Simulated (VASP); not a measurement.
Input of a VASP 6.6.1 run:

The input POSCAR:

```
Ga24CN22O                               
1.0
   -3.2177240000     -5.5732640000      5.2440550000
    6.4354500000      0.0000000000      5.2440550000
   -3.2177260000      5.5732640000      5.2440550000
  Ga              C               N               O             
    24     1    22     1
Direct
     0.8268079500464394    0.5071925799755398    0.6668979501200720
     0.6653966436232439    0.3334116321210059    0.0016463782757311
     0.0007482027467368    0.6669353763135071    0.3323169112436952
     0.6656871165582763    0.8344172306368858    0.4987204393460391
     0.0012166255326334    0.1607087238408084    0.8414164466226952
     0.1762392476641458    0.3339083217327468    0.4942967073048989
     0.4989630183701345    0.6676950929919412    0.8333508348522712
     0.8319242298449827    0.9984234865944422    0.1661171762977811
     0.3334718524824609    0.4994498675191625    0.1654044408969832
     0.3338905777378617    0.9998230506526955    0.6651415215925900
     0.1668568865100399    0.8323127115050107    0.9994393105822228
     0.5004134292734138    0.1670144387419172    0.3322568805404778
     0.6650676787946203    0.5026472121042044    0.3336655617062963
     0.4996141118662563    0.3352767661991431    0.6676627206590622
     0.8323382112338508    0.6675242299540154    0.9995767326523318
     0.4994178361872309    0.8334012362679839    0.1646712510337572
     0.8275547403107685    0.1607228544478271    0.4936380626600608
     0.9981288843465921    0.3332375517784531    0.1671540508705635
     0.3334678878636895    0.6669051827989428    0.4990271540812217
     0.6658841676363618    0.0004084491612989    0.8321577355786859
     0.1652856998457658    0.4999155310230070    0.8338376892152822
     0.1669430851073057    0.9978357583621594    0.3317764975818730
     0.0013496598606042    0.8319974217813718    0.6653424902046026
     0.3323161520135807    0.1664895890052421    0.9991492659941228
     0.6253768654320032    0.2917344569701067    0.4586537342498352
     0.4579071878026892    0.1251216077388664    0.7913606263748272
     0.7916412957346216    0.4594271302371205    0.1251430758608552
     0.4568909667204668    0.6267280302093442    0.2903058821280968
     0.7943888187281839    0.9573364026599235    0.6263959983531342
     0.9606092298780293    0.1239515647894284    0.2908886808743923
     0.2891937197163369    0.4594254837364896    0.6263431903915521
     0.6252014454087284    0.7926696677561029    0.9574638200940678
     0.1235707041349090    0.2921663479733065    0.9578709014732500
     0.1257403104154720    0.7913061082042187    0.4580690342961357
     0.9578942868480115    0.6238507700438561    0.7912418789464130
     0.2915480800806470    0.9584493086435757    0.1234667857678413
     0.7934827085509254    0.6269863407985855    0.4581803528559782
     0.6253821775071863    0.4591864263801443    0.7942927703063813
     0.9588700220025603    0.7916710875218492    0.1243186118477262
     0.6245803961002788    0.9563595389064407    0.2899134163643237
     0.1242371628074401    0.4577377093668530    0.2924020487345943
     0.4588912469544057    0.7917141786887861    0.6248489003729371
     0.7914563942304340    0.1262381097416482    0.9574723214850508
     0.2911671420148520    0.6246885142348162    0.9578610653091389
     0.2888291417968832    0.1233316223094577    0.4579544423096695
     0.1253379102349411    0.9587356100677503    0.7905412345581194
     0.4563012256936024    0.2913331732397932    0.1224945560825512
     0.9624268857493975    0.2922150842722262    0.6270556610498117
```

INCAR.step1

```
PREC = Normal ; ENCUT = 400
EDIFF = 1E-5 ; ISMEAR = 0
SIGMA = 0.01 ; LREAL = Auto
LASPH = True ; NELM = 150
ALGO = Normal ; ISIF = 2
LWAVE = True ; LCHARG = False
ISPIN = 2 ; MAGMOM = 0 0 0 0 0 0 0 0 0 0 0 0.2 0.2 0.2 0 0 0.2 0 0 0 0 0 0 0 0.2 0 0 0 0 0 0 0 0 0 0 0 0 0 0 0 0 0 0 0 0 0 0 0
LORBIT = 11 ; AMIX = 0.2
BMIX = 1E-4 ; AMIX_MAG = 0.8
BMIX_MAG = 1E-4 ; ICORELEVEL = 1
NELECT = 431.0 ; GGA = PE
LUSENCCL = False
```

INCAR.step2

```
PREC = Normal ; ENCUT = 400
EDIFF = 1E-7 ; ISMEAR = 0
SIGMA = 0.01 ; LREAL = Auto
LASPH = True ; NELM = 150
ALGO = Normal ; ISIF = 2
LWAVE = False ; LCHARG = False
ISPIN = 2 ; MAGMOM = 0 0 0 0 0 0 0 0 0 0 0 0.2 0.2 0.2 0 0 0.2 0 0 0 0 0 0 0 0.2 0 0 0 0 0 0 0 0 0 0 0 0 0 0 0 0 0 0 0 0 0 0 0
LORBIT = 11 ; GGA = PE
LHFCALC = True ; HFSCREEN = 0.2
PRECFOCK = Fast ; AMIX = 0.2
BMIX = 1E-4 ; AMIX_MAG = 0.8
BMIX_MAG = 1E-4 ; ICORELEVEL = 1
NELECT = 431.0 ; ISTART = 1
LUSENCCL = False
```

The input KPOINTS:

```
regular mesh
0
Gamma
  1 1 1
```

Potentials or basis: VASP PAW PBE potentials, release 64 (Ga_d, C, N, O).

Launch:

```sh
$ cat potpaw_PBE.64/Ga_d/POTCAR potpaw_PBE.64/C/POTCAR potpaw_PBE.64/N/POTCAR potpaw_PBE.64/O/POTCAR > POTCAR
$ cp INCAR.step1 INCAR
$ mpirun -np 1 vasp_gam > vasp.out
$ cp INCAR.step2 INCAR
$ mpirun -np 1 vasp_gam > vasp.out
```

Predict the net moment.

1.00 μB per cell.

Estimate the largest force.

0.706 eV/Å.

Predict the site moments.

Ga +0.00, -0.00, -0.01, +0.05, +0.01; C +0.22; N +0.08, +0.02, +0.01, +0.03, +0.00, -0.00; O +0.00 μB.

Core levels (eV, on the scale of the bands):
```csv
atom,levels
1 Ga,"1s -10216.8, 2s -1250.1, 2p -1086.6, 3s -136.9, 3p -87.7"
2 Ga,"1s -10216.3, 2s -1249.7, 2p -1086.1, 3s -136.4, 3p -87.2"
3 Ga,"1s -10216.3, 2s -1249.7, 2p -1086.1, 3s -136.4, 3p -87.2"
4 Ga,"1s -10216.3, 2s -1249.7, 2p -1086.1, 3s -136.4, 3p -87.2"
5 Ga,"1s -10216.7, 2s -1250.0, 2p -1086.5, 3s -136.8, 3p -87.6"
6 Ga,"1s -10216.7, 2s -1250.0, 2p -1086.5, 3s -136.8, 3p -87.6"
```

Caveat: the cell is charged against a uniform background, so pressure and absolute levels hang on convention; the PAW data sets were made with another functional, which shifts forces and pressure a little.
